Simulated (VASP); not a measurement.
# Bi2Te3 (Tellurobismuthite): the relaxed cell at several levels of theory, part 2 of 2

Which functional gives which lattice for Bi2Te3 (Tellurobismuthite)? The starting structure is a measured crystal structure from the Crystallography Open Database. The first relaxation on each setting starts from this cell expanded by 3 % in volume.

VASP 6.6.1.

Results so far: PBEsol 33.55 Å³ an atom; LDA 32.73 Å³ an atom; PBE 36.36 Å³ an atom.

## (5) Relaxation with PBEsol + D3(BJ)

Level of this step: PBEsol with D3(BJ); plane waves and PAW (Bi_d, Te) (VASP).

D3 with Becke-Johnson damping keeps a finite attraction at short range. This run starts from the cell of an earlier relaxation, which isn't shown; the restart sets up the plane waves anew.

Contents of INCAR:

```
SYSTEM = Bi2Te3
PREC = Accurate
ENCUT = 450
EDIFF = 1E-06
NELM = 100
ISMEAR = 0
SIGMA = 0.03
LREAL = .FALSE.
ALGO = Normal
GGA = PS
IVDW = 12
NBANDS = 30
LORBIT = 11
LWAVE = .FALSE.
LCHARG = .FALSE.
KPAR = 16
IBRION = 2
NSW = 50
ISIF = 3
EDIFFG = -0.006
```

Contents of POSCAR:

```
Bi2Te3
1.0
   -4.3152363131      0.0000000000      0.0000000000
    2.1576181566     -3.7371042705      0.0000000000
    2.1576181566      1.2457014235      9.8757177964
Bi Te
2 3
Direct
    0.1986091469      0.5993045735      0.7979137204
    0.8013908531      0.4006954265      0.2020862796
    0.5853788670      0.7926894335      0.3780683005
    0.4146211330      0.2073105665      0.6219316995
    0.0000000000      0.0000000000      0.0000000000
```

Contents of KPOINTS:

```
Automatic mesh
0
Gamma
6 6 6
0 0 0
```

Potentials, in the order of the species: Bi_d and Te (PBE family, release 64).

On the command line:

```bash
> mpirun -np 16 vasp_std
```

The log of the run:

```text
[banner, memory and clock lines left out]
running   16 mpi-ranks, on    1 nodes
[...]
[... a notice as in an earlier step ...]

 [... a notice as in an earlier step ...]

 LDA part: xc-table for (Slater+PW92), standard interpolation
 POSCAR, INCAR and KPOINTS ok, starting setup
[...]
entering main loop
       N       E                     dE             d eps       ncg     rms          rms(c)
DAV:   1     0.415096312308E+03    0.41510E+03   -0.20374E+04  1920   0.141E+03
DAV:   2     0.249369011704E+02   -0.39016E+03   -0.37786E+03  1998   0.375E+02
DAV:   3    -0.185582881549E+02   -0.43495E+02   -0.41010E+02  2532   0.138E+02
DAV:   4    -0.203842349286E+02   -0.18259E+01   -0.18118E+01  2226   0.291E+01
[...]
DAV:  12    -0.202370961061E+02   -0.57475E-05   -0.56379E-05  2228   0.297E-02    0.335E-02
DAV:  13    -0.202370950259E+02    0.10801E-05   -0.33236E-06  1892   0.113E-02    0.105E-02
DAV:  14    -0.202370943992E+02    0.62670E-06   -0.10838E-06  1400   0.755E-03
   1 F= -.22565119E+02 E0= -.22565119E+02  d E =-.225651E+02
[...]
reached required accuracy - stopping structural energy minimisation
```

It took 24 s on 16 MPI ranks of AMD EPYC 7R43, shared host; peak memory 4.8 GiB.

OUTCAR, selected parts (step 5):

```text
 Edisp (eV)   -2.32802

  Total       0.00852     0.00852     0.00381    -0.00000    -0.00000     0.00000
  in kB       0.08576     0.08576     0.03829    -0.00000    -0.00000     0.00000
  external pressure =        0.07 kB  Pullay stress =        0.00 kB

 POSITION                                       TOTAL-FORCE (eV/Angst)
 -----------------------------------------------------------------------------------
      2.15762     -1.24570      7.87997         0.000000     -0.000000      0.001895
     -2.15762     -1.24570      1.99575        -0.000000      0.000000     -0.001895
      0.00000     -2.49140      3.73370         0.000000     -0.000000      0.004391
      0.00000      0.00000      6.14202        -0.000000      0.000000     -0.004391
      0.00000      0.00000      0.00000         0.000000      0.000000      0.000000
 -----------------------------------------------------------------------------------
    total drift:                               -0.000000     -0.000000     -0.000000

  FREE ENERGIE OF THE ION-ELECTRON SYSTEM (eV)
  ---------------------------------------------------
  free  energy   TOTEN  =       -22.5651193090 eV

  energy  without entropy=      -22.5651192588  energy(sigma->0) =      -22.56511928

[... 2 parts as in an earlier step ...]

[... 2 further parts left out ...]
[key lines of the parts left out:]
E-fermi :   7.0139
```

With PBEsol + D3(BJ) the relaxed cell holds 31.852 Å³ an atom, -5.96 % against the measured cell, with a = 4.315 Å and c = 29.627 Å. That is -5.07 % from PBEsol.

## (6) Relaxation with r2SCAN

r2SCAN adds the kinetic-energy density, costs more than a GGA and is run with LASPH. This run starts from the cell of an earlier relaxation, which isn't shown; the restart sets up the plane waves anew.

Edit INCAR of step 5 so:

```diff
@@ -9,4 +9,4 @@
 ALGO = Normal
-GGA = PS
-IVDW = 12
+METAGGA = R2SCAN
+LASPH = .TRUE.
 NBANDS = 30
```

Contents of POSCAR:

```
Bi2Te3
1.0
   -4.4171403942      0.0000000000      0.0000000000
    2.2085701972     -3.8253557935      0.0000000000
    2.2085701972      1.2751185978     10.7410413909
Bi Te
2 3
Direct
    0.2060199572      0.6030099786      0.8090299359
    0.7939800428      0.3969900214      0.1909700641
    0.5668529970      0.7834264985      0.3502794956
    0.4331470030      0.2165735015      0.6497205044
    0.0000000000      0.0000000000      0.0000000000
```

KPOINTS is that of step 5.

On the command line:

```bash
> mpirun -np 16 vasp_std
```

The log of the run:

```text
[banner, memory and clock lines left out]
running   16 mpi-ranks, on    1 nodes
[...]
[... a notice as in an earlier step ...]

 [... a notice as in an earlier step ...]

 LDA part: xc-table for (None), standard interpolation
 POSCAR, INCAR and KPOINTS ok, starting setup
[...]
entering main loop
       N       E                     dE             d eps       ncg     rms          rms(c)
DAV:   1     0.233807884426E+03    0.23381E+03   -0.20645E+04  1920   0.140E+03
DAV:   2    -0.161103872901E+03   -0.39491E+03   -0.38118E+03  2068   0.371E+02
DAV:   3    -0.202874072414E+03   -0.41770E+02   -0.40115E+02  2488   0.138E+02
DAV:   4    -0.204503283088E+03   -0.16292E+01   -0.16229E+01  2318   0.296E+01
[...]
DAV:  12    -0.194601847081E+03   -0.20563E-06   -0.39119E-05  2154   0.417E-02    0.390E-02
DAV:  13    -0.194601860166E+03   -0.13085E-04   -0.30786E-05  2028   0.357E-02    0.105E-02
DAV:  14    -0.194601859770E+03    0.39592E-06   -0.25508E-06  1700   0.102E-02
   1 F= -.19460186E+03 E0= -.19460186E+03  d E =-.194602E+03
[...]
reached required accuracy - stopping structural energy minimisation
```

It took 93 s on 16 MPI ranks; peak memory 5.8 GiB; 24 min of CPU time.

OUTCAR, selected parts (step 6):

```text
  Total        0.0007474      0.0007474      0.0143396     -0.0000000     -0.0000000      0.0000000
  in kB        0.0065977      0.0065977      0.1265866     -0.0000000     -0.0000000      0.0000000
  external PRESSURE =       0.0465940 kB  Pullay stress =       0.0000000 kB

 POSITION                                       TOTAL-FORCE (eV/Angst)
 -----------------------------------------------------------------------------------
      2.20857     -1.27512      8.68982         0.000000     -0.000000      0.005578
     -2.20857     -1.27512      2.05122        -0.000000      0.000000     -0.005578
      0.00000     -2.55024      3.76237        -0.000000      0.000000     -0.002033
     -0.00000     -0.00000      6.97867         0.000000     -0.000000      0.002033
      0.00000      0.00000      0.00000        -0.000000      0.000000      0.000000
 -----------------------------------------------------------------------------------
    total drift:                               -0.000000      0.000000      0.000000

  FREE ENERGIE OF THE ION-ELECTRON SYSTEM (eV)
  ---------------------------------------------------
  free  energy   TOTEN  =      -194.6018597702 eV

  energy  without entropy=     -194.6018597702  energy(sigma->0) =     -194.60185977

[... 2 parts as in an earlier step ...]

[... 2 further parts left out ...]
[key lines of the parts left out:]
E-fermi :   5.1519
```

With r2SCAN the relaxed cell holds 36.299 Å³ an atom, +7.17 % against the measured cell, with a = 4.417 Å and c = 32.223 Å. That is +8.18 % from PBEsol.

## (7) Relaxation with r2SCAN + rVV10

rVV10 adds a nonlocal correlation energy for dispersion. This run starts from the cell of an earlier relaxation, which isn't shown and was stopped at its time limit.

Edit INCAR of step 6 so:

```diff
@@ -10,2 +10,6 @@
 METAGGA = R2SCAN
+LUSE_VDW = .TRUE.
+IVDW_NL = 2
+BPARAM = 11.95
+CPARAM = 0.0093
 LASPH = .TRUE.
```

Contents of POSCAR:

```
Bi2Te3
1.0
   -4.4021129830      0.0000000000      0.0000000000
    2.2010564916     -3.8123416737      0.0000000000
    2.2010564916      1.2707805579     10.4777720273
Bi Te
2 3
Direct
    0.2056431304      0.6028215652      0.8084646956
    0.7943568696      0.3971784348      0.1915353044
    0.5705169942      0.7852584971      0.3557754913
    0.4294830058      0.2147415029      0.6442245087
    0.0000000000      0.0000000000      0.0000000000
```

KPOINTS is that of step 6.

On the command line:

```bash
> mpirun -np 16 vasp_std
```

The log of the run:

```text
[banner, memory and clock lines left out]
running   16 mpi-ranks, on    1 nodes
[...]
[... a notice as in an earlier step ...]

|                                                                             |
|               ----> ADVICE to this user running VASP <----                  |
|                                                                             |
|     You have switched on vdW-DFT.                                           |
|     This routine was written and supplied by Jiri Klimes. We recommend      |
|     that you carefully read and cite the following publications:            |
|       J. Klimes, D.R. Bowler, A. Michelides                                 |
|          J. Phys.: Cond Matt. 22 022201 (2010)                              |
|       J. Klimes, D.R. Bowler, A. Michelides                                 |
|          Phys. Rev. B. 83, 195131 (2011)                                    |
|     and references therein.                                                 |
[...]
Total rVV10 correction in eV:      1.3139597    60.1401932
Total rVV10 correction in eV:      1.3139597    60.1401932
Total rVV10 correction in eV:      1.3139597    60.1401932
Total rVV10 correction in eV:      1.3139597    60.1401932
Total rVV10 correction in eV:      1.3139597    60.1401932
Total rVV10 correction in eV:      1.3139597    60.1401932
   1 F= -.19326745E+03 E0= -.19326745E+03  d E =-.193267E+03
[... from here on, the cycles between the ionic steps are left out ...]
   2 F= -.19326996E+03 E0= -.19326996E+03  d E =-.250498E-02
   3 F= -.19327018E+03 E0= -.19327018E+03  d E =-.272661E-02
   4 F= -.19327028E+03 E0= -.19327028E+03  d E =-.282879E-02
   5 F= -.19327137E+03 E0= -.19327137E+03  d E =-.108659E-02
   6 F= -.19327138E+03 E0= -.19327138E+03  d E =-.109981E-02
   7 F= -.19327155E+03 E0= -.19327155E+03  d E =-.171056E-03
   8 F= -.19327179E+03 E0= -.19327179E+03  d E =-.407328E-03
   9 F= -.19327196E+03 E0= -.19327196E+03  d E =-.167471E-03
  10 F= -.19327224E+03 E0= -.19327224E+03  d E =-.448950E-03
[...]
hard stop encountered!  aborting job ...
[...]
|     The electronic self-consistency was not achieved in the given           |
[...]
soft stop encountered!  aborting job ...
  11 F= -.19327234E+03 E0= -.19327234E+03  d E =-.466634E-23
 deleting file STOPCAR
```

Elapsed: 26 min, on 16 MPI ranks; peak memory 9.6 GiB.

Logs of long relaxations may skip ionic steps without a mark.

The run was stopped at its time limit, after 11 ionic steps.

## (8) All runs side by side

| level | ended | volume (Å³/atom) | against the measured cell (%) | a (Å) | c (Å) | pressure left (GPa) | core minutes |
| --- | --- | --- | --- | --- | --- | --- | --- |
| PBEsol | converged | 33.554 | -0.94 | 4.3809 | 30.2811 | 0.0 | 58.7 |
| LDA | converged | 32.729 | -3.37 | 4.355 | 29.8884 | 0.0 | 83.2 |
| PBE | converged | 36.359 | 7.35 | 4.4478 | 31.8334 | 0.0 | 107.0 |
| PBEsol + D3(BJ) | converged | 31.852 | -5.96 | 4.3152 | 29.6272 | 0.01 | 88.3 |
| r2SCAN | converged | 36.299 | 7.17 | 4.4171 | 32.2231 | 0.0 | 297.0 |
| r2SCAN + rVV10 | cut off by time | - | - | - | - | - | 825.0 |

Core minutes are wall time times ranks, summed over the relaxations behind a row (those for a bulk modulus apart), on shared hosts.

## (9) What came out

```yaml
volume_pbesol: 33.55 Å³/atom
volume_lda: 32.73 Å³/atom
volume_pbe: 36.36 Å³/atom
volume_pbesol_d3_bj: 31.85 Å³/atom
volume_r2scan: 36.30 Å³/atom
```

What this shows: Across 5 levels the volume of Bi2Te3 (Tellurobismuthite) spans 14.2 %, from 31.85 Å³ an atom (PBEsol + D3(BJ)) to 36.36 Å³ (PBE). Against the measured volume of the starting structure, PBEsol comes nearest (-0.9 %) and PBE lies farthest (+7.3 %). The measured cell holds zero-point expansion and, unless it was taken cold, thermal expansion, which the runs lack, so small differences decide nothing. Adding D3(BJ) to PBEsol changes the volume by -5.1 %. LASPH is on in some of these runs and off in others, which adds a little to the differences. Spin-orbit coupling is left out of all runs, which can matter with elements this heavy. All runs keep the symmetry of the start, so they can't find a distortion of lower symmetry. No result to use came from r2SCAN + rVV10. Further runs on this material are not shown.

[Lines on the potential files, build, host, timing and source positions are cut from VASP's logs without a mark.]

[Logs are printed without paths, hosts, clocks, repeated set-up lines and the standing remarks that a program may print on its own settings, such as how far it seeks lower states.]

[Hosts, paths, dates, database ids (printed as entryN), source tags and the programs' standing remarks are cut or masked in the printed files.]
